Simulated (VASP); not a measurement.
VASP ran on this input.

**INCAR**
```
SYSTEM = Tm
PREC = Accurate
ENCUT = 400
EDIFF = 1E-6
NELM = 100
ALGO = Normal
LREAL = .FALSE.
LASPH = .TRUE.
ISMEAR = 1
SIGMA = 0.1
GGA = PE
LMAXMIX = 6
LWAVE = .FALSE.
LCHARG = .FALSE.
ISIF = 2
```

File POSCAR:
```
Tm
1
    1.8054000000    -3.1270450000     0.0000000000
    1.8054000000     3.1270450000     0.0000000000
    0.0000000000     0.0000000000     5.6610000000
Tm
2
Direct
  0.3333330000   0.6666670000   0.2500000000
  0.6666670000   0.3333330000   0.7500000000
```

**KPOINTS**
```
k-points along high-symmetry lines
5
Line-mode
Reciprocal
  0.000000   0.000000   0.000000 ! GAMMA
 -0.000000   0.500000   0.000000 ! M

 -0.000000   0.500000   0.000000 ! M
 -0.333333   0.666667   0.000000 ! K

 -0.333333   0.666667   0.000000 ! K
  0.000000   0.000000   0.000000 ! GAMMA

  0.000000   0.000000   0.000000 ! GAMMA
  0.000000   0.000000   0.500000 ! A

  0.000000   0.000000   0.500000 ! A
 -0.000000   0.500000   0.500000 ! L

 -0.000000   0.500000   0.500000 ! L
 -0.333333   0.666667   0.500000 ! H

 -0.333333   0.666667   0.500000 ! H
  0.000000   0.000000   0.500000 ! A

 -0.000000   0.500000   0.500000 ! L
 -0.000000   0.500000   0.000000 ! M

 -0.333333   0.666667   0.500000 ! H
 -0.333333   0.666667   0.000000 ! K
```

POTCAR, in this order: Tm_3 (PBE.64 set). Program: vasp_std.

Output of the run:

### standard output
```
 POSCAR found type information on POSCAR Tm
 POSCAR found :  1 types and       2 ions
 Reading from existing POTCAR
 Reading from existing POTCAR
 LDA part: xc-table for (Slater+PW92), standard interpolation
 POSCAR, INCAR and KPOINTS ok, starting setup
 WAVECAR not read
 entering main loop
       N       E                     dE             d eps       ncg     rms          rms(c)
DAV:   1     0.499136879381E+02    0.49914E+02   -0.77011E+03  1186   0.109E+03
DAV:   2    -0.530105984834E+01   -0.55215E+02   -0.54143E+02  1260   0.334E+02
DAV:   3    -0.907647045080E+01   -0.37754E+01   -0.32968E+01  1906   0.532E+01
DAV:   4    -0.917873201422E+01   -0.10226E+00   -0.97248E-01  1846   0.750E+00
DAV:   5    -0.917998146033E+01   -0.12494E-02   -0.12455E-02  1631   0.728E-01    0.211E+01
DAV:   6    -0.916318263964E+01    0.16799E-01   -0.40499E-02  1786   0.226E+00    0.126E+01
DAV:   7    -0.917072278253E+01   -0.75401E-02   -0.73913E-02  1742   0.298E+00    0.395E-01
DAV:   8    -0.917031117894E+01    0.41160E-03   -0.47365E-03  1516   0.632E-01    0.682E-02
DAV:   9    -0.917033279820E+01   -0.21619E-04   -0.27759E-04  1902   0.176E-01    0.294E-02
DAV:  10    -0.917032605242E+01    0.67458E-05   -0.29484E-05  1619   0.485E-02    0.383E-02
DAV:  11    -0.917032671370E+01   -0.66128E-06   -0.29953E-06  1225   0.172E-02
   1 F= -.91703267E+01 E0= -.91690623E+01  d E =-.379325E-02
```

OUTCAR:
```
------------------------ aborting loop because EDIFF is reached ----------------------------------------
  FORCE on cell =-STRESS in cart. coord.  units (eV):
  Direction    XX          YY          ZZ          XY          YZ          ZX
  --------------------------------------------------------------------------------------
  Total       -0.8930647     -0.8930650     -2.5203121     -0.0000000      0.0000000     -0.0000000
  in kB      -22.3852927    -22.3852994    -63.1733895     -0.0000000      0.0000000     -0.0000000
  external PRESSURE =     -35.9813272 kB  Pullay stress =       0.0000000 kB
  volume of cell :       63.92
      direct lattice vectors                 reciprocal lattice vectors
     1.805400000 -3.127045000  0.000000000     0.276946937 -0.159895364  0.000000000
     1.805400000  3.127045000  0.000000000     0.276946937  0.159895364  0.000000000
     0.000000000  0.000000000  5.661000000     0.000000000  0.000000000  0.176647235
 POSITION                                       TOTAL-FORCE (eV/Angst)
 -----------------------------------------------------------------------------------
      1.80540      1.04235      1.41525         0.000000     -0.000000      0.000000
      1.80540     -1.04235      4.24575        -0.000000      0.000000      0.000000
 -----------------------------------------------------------------------------------
    total drift:                               -0.000002      0.000076     -0.000005
  FREE ENERGIE OF THE ION-ELECTRON SYSTEM (eV)
  ---------------------------------------------------
  free  energy   TOTEN  =        -9.1703267137 eV

  energy  without entropy=       -9.1665334681  energy(sigma->0) =       -9.16906230
```
(Selected blocks of OUTCAR.)

Q: The run ends quietly. Is anything wrong with it?

A: The cause: a line-mode KPOINTS file was used for a self-consistent run. The run ends without an error. Against the sound run, the energy per atom (σ→0) decreases by 0.121 eV/atom; the pressure decreases by 1.49 GPa. To mend it, correct KPOINTS.
KPOINTS:
```
Automatic mesh
0
Gamma
9 9 5
0 0 0
```
The mended run (PBE GGA, plane waves, VASP's PBE PAW potentials (set 64)) converges, and its OSZICAR ends with
```
   1 F= -.89272825E+01 E0= -.89268486E+01  d E =-.130165E-02
```

The compound is Tm in the hcp structure. The cell was not relaxed at this level. The 4f electrons are frozen in the core of the lanthanide potential, so 4f levels, which can set the real gap, and their magnetism are missing.
